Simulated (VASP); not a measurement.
Output of a VASP run:

### OSZICAR
```
...
DAV:   4    -0.117488838675E+02    0.80479E-06   -0.26196E-06  1026   0.172E-02
  11 F= -.11748884E+02 E0= -.11733375E+02  d E =-.744495E-04
       N       E                     dE             d eps       ncg     rms          rms(c)
DAV:   1    -0.117488948480E+02   -0.10176E-04   -0.35892E-04  1571   0.169E-01    0.167E-02
DAV:   2    -0.117488894273E+02    0.54206E-05   -0.23420E-05  1428   0.611E-02    0.728E-03
DAV:   3    -0.117488879495E+02    0.14779E-05   -0.21894E-06   790   0.168E-02    0.175E-03
DAV:   4    -0.117488877536E+02    0.19584E-06   -0.77800E-07   658   0.850E-03
  12 F= -.11748888E+02 E0= -.11733386E+02  d E =-.783356E-04
       N       E                     dE             d eps       ncg     rms          rms(c)
DAV:   1    -0.117488966858E+02   -0.87364E-05   -0.30238E-04  1614   0.152E-01    0.153E-02
DAV:   2    -0.117488923065E+02    0.43793E-05   -0.18906E-05  1414   0.545E-02    0.679E-03
DAV:   3    -0.117488909852E+02    0.13214E-05   -0.17764E-06   744   0.151E-02    0.161E-03
DAV:   4    -0.117488908144E+02    0.17080E-06   -0.67644E-07   679   0.794E-03
  13 F= -.11748891E+02 E0= -.11733395E+02  d E =-.813963E-04
       N       E                     dE             d eps       ncg     rms          rms(c)
DAV:   1    -0.117488930488E+02   -0.20636E-05   -0.54290E-05  1594   0.641E-02    0.648E-03
DAV:   2    -0.117488922727E+02    0.77610E-06   -0.34067E-06   867   0.235E-02
  14 F= -.11748892E+02 E0= -.11733398E+02  d E =-.828546E-04
       N       E                     dE             d eps       ncg     rms          rms(c)
DAV:   1    -0.117493115477E+02   -0.41850E-03   -0.26642E-02  1668   0.125E+00    0.124E-01
DAV:   2    -0.117490653435E+02    0.24620E-03   -0.14535E-03  1526   0.492E-01    0.620E-02
DAV:   3    -0.117489710897E+02    0.94254E-04   -0.19768E-04  2005   0.143E-01    0.149E-02
DAV:   4    -0.117489675039E+02    0.35858E-05   -0.39834E-05  1337   0.521E-02    0.316E-03
DAV:   5    -0.117489676203E+02   -0.11637E-06   -0.25676E-06  1087   0.149E-02
  15 F= -.11748968E+02 E0= -.11733495E+02  d E =-.753476E-04
       N       E                     dE             d eps       ncg     rms          rms(c)
DAV:   1    -0.117506684909E+02   -0.17010E-02   -0.12677E-01  1660   0.271E+00    0.275E-01
DAV:   2    -0.117494930539E+02    0.11754E-02   -0.72272E-03  1526   0.109E+00    0.136E-01
DAV:   3    -0.117490387962E+02    0.45426E-03   -0.96352E-04  2030   0.309E-01    0.335E-02
DAV:   4    -0.117490189174E+02    0.19879E-04   -0.18482E-04  1345   0.109E-01    0.682E-03
DAV:   5    -0.117490190554E+02   -0.13794E-06   -0.14525E-05  1515   0.370E-02    0.268E-03
DAV:   6    -0.117490190046E+02    0.50770E-07   -0.11190E-06   770   0.126E-02
  16 F= -.11749019E+02 E0= -.11733604E+02  d E =-.126732E-03
       N       E                     dE             d eps       ncg     rms          rms(c)
DAV:   1    -0.117491579683E+02   -0.13891E-03   -0.10556E-02  1660   0.787E-01    0.787E-02
DAV:   2    -0.117490609077E+02    0.97061E-04   -0.58508E-04  1547   0.313E-01    0.392E-02
DAV:   3    -0.117490224707E+02    0.38437E-04   -0.77644E-05  1989   0.894E-02    0.947E-03
DAV:   4    -0.117490204562E+02    0.20145E-05   -0.15740E-05  1344   0.326E-02    0.198E-03
DAV:   5    -0.117490203310E+02    0.12519E-06   -0.95106E-07   721   0.938E-03
  17 F= -.11749020E+02 E0= -.11733587E+02  d E =-.128058E-03
```

**OUTCAR**
```
------------------------ aborting loop because EDIFF is reached ----------------------------------------
  FORCE on cell =-STRESS in cart. coord.  units (eV):
  Direction    XX          YY          ZZ          XY          YZ          ZX
  --------------------------------------------------------------------------------------
  Total       -0.0160126      0.0309041      0.0281825      0.0000000      0.0000000      0.0000000
  in kB       -0.3170068      0.6118181      0.5579365      0.0000000      0.0000000      0.0000000
  external PRESSURE =       0.2842493 kB  Pullay stress =       0.0000000 kB
  volume of cell :       80.93
      direct lattice vectors                 reciprocal lattice vectors
     2.313945650 -3.851955601 -0.000000000     0.216081134 -0.129804196 -0.000000000
     2.313945650  3.851955601  0.000000000     0.216081134  0.129804196  0.000000000
     0.000000000 -0.000000000  4.539838268     0.000000000 -0.000000000  0.220272164
 POSITION                                       TOTAL-FORCE (eV/Angst)
 -----------------------------------------------------------------------------------
      2.31395      2.63661      4.16098         0.000000      0.001360     -0.008571
      2.31395      1.21534      1.89106         0.000000     -0.001360     -0.008571
      2.31395     -1.21534      2.64878         0.000000      0.001360      0.008571
      2.31395     -2.63661      0.37886         0.000000     -0.001360      0.008571
 -----------------------------------------------------------------------------------
    total drift:                               -0.000000     -0.000000      0.000000
  FREE ENERGIE OF THE ION-ELECTRON SYSTEM (eV)
  ---------------------------------------------------
  free  energy   TOTEN  =       -11.7490203310 eV

  energy  without entropy=      -11.7181541098  energy(sigma->0) =      -11.73358722

 reached required accuracy - stopping structural energy minimisation
```
(Selected blocks of OUTCAR.)

**POSCAR**
```
Ga
1
    2.2600000000    -3.8300000000     0.0000000000
    2.2600000000     3.8300000000     0.0000000000
    0.0000000000     0.0000000000     4.5300000000
Ga
4
Direct
  0.1549000000   0.8451000000   0.9190000000
  0.3451000000   0.6549000000   0.4190000000
  0.6549000000   0.3451000000   0.5810000000
  0.8451000000   0.1549000000   0.0810000000
```

### Question
Reconstruct the remaining input files.

### Answer
This is not unique; one that fits is the input of the run itself, PBE GGA, plane waves, VASP's PBE PAW potentials (set 64).

**INCAR**
```
! general
SYSTEM  = Ga
PREC    = Accurate
ENCUT   = 300
LREAL   = .False.
LASPH   = .True.

! electronic loop
EDIFF   = 1E-6
NELM    = 100
ALGO    = Normal
LMAXMIX = 4

! smearing
ISMEAR  = 0
SIGMA   = 0.272

! functional
GGA     = PE

! ions
IBRION  = 2
NSW     = 50
ISIF    = 3
EDIFFG  = -0.01

! output
LWAVE   = .False.
LCHARG  = .False.
```

File KPOINTS:
```
Automatic mesh
0
Gamma
4 4 4
0 0 0
```

POTCAR, in this order: Ga_d (PBE.64 set). Program: vasp_std.

At this cut-off the stress carries a Pulay error, which pulls relaxed volumes low. Energy and stress use the plane-wave basis of the starting cell.

The structure is a typed Ga crystal (Cmce). This run relaxes it. Symmetry was kept, so distortions that lower it aren't found. The k-mesh is coarse (spacing up to 0.40 per Å, 2π included), so the numbers may not be converged in it. The run is one of a series of settings (EDIFFG = -0.01, IBRION = 2, ISIF = 3, NSW = 50 against the base run), some of them coarse on purpose.
